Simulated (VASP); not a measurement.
Ti2Si:

```xyz
3
Lattice="3.4538 0.0000 0.0000 0.0000 3.4538 0.0000 0.0000 0.0000 4.3729" Properties=species:S:1:pos:R:3 pbc="T T T"
Ti    0.0000    0.0000    2.1864
Ti    0.0000    0.0000    0.0000
Si    1.7269    1.7269    2.1864
```

The cell was built by a generator and needn't be a form met in nature.

```yaml
Program: VASP 6.6.1
Task: relaxation of cell and atoms
Functional: PBE
Potentials_or_basis: VASP PAW PBE potentials, release 64 (Ti_sv, Si)
Cutoff: 520 eV
k_mesh: 6 × 6 × 5
Occupations: gaussian, width 0.15 eV
Spin: no spin polarisation
```

At the start: pressure 5.3 GPa; volume 17.39 Å³/atom.

Problem. Where does the relaxation end?

Solution. Over 8 steps the energy falls by 24.5 meV/atom and the volume is 18.43 Å³/atom (+6.0 %); space group P4/mmm (No. 123, to 0.05 Å).

Step by step:
| step | energy change (eV) | largest force (eV/Å) | pressure (GPa) | volume (Å³) |
| --- | --- | --- | --- | --- |
| 1 | 0.0000 | 0.0000 | 5.27 | 52.16 |
| 2 | -0.0670 | 0.0000 | -0.91 | 56.58 |
| 3 | -0.0722 | 0.0000 | -0.97 | 55.73 |
| 4 | -0.0723 | 0.0000 | -0.77 | 55.41 |
| 5 | -0.0694 | 0.0000 | 0.08 | 54.78 |
| 6 | -0.0716 | 0.0000 | 0.66 | 55.15 |
| 7 | -0.0722 | 0.0000 | 0.56 | 55.34 |
| 8 | -0.0734 | 0.0000 | -0.24 | 55.28 |

Final structure:
```
CELL_PARAMETERS angstrom
3.48529 0.00000 0.00000
0.00000 3.48529 0.00000
0.00000 0.00000 4.55092
ATOMIC_POSITIONS crystal
Ti 0.00000 0.00000 0.50000
Ti 0.00000 0.00000 0.00000
Si 0.50000 0.50000 0.50000
```
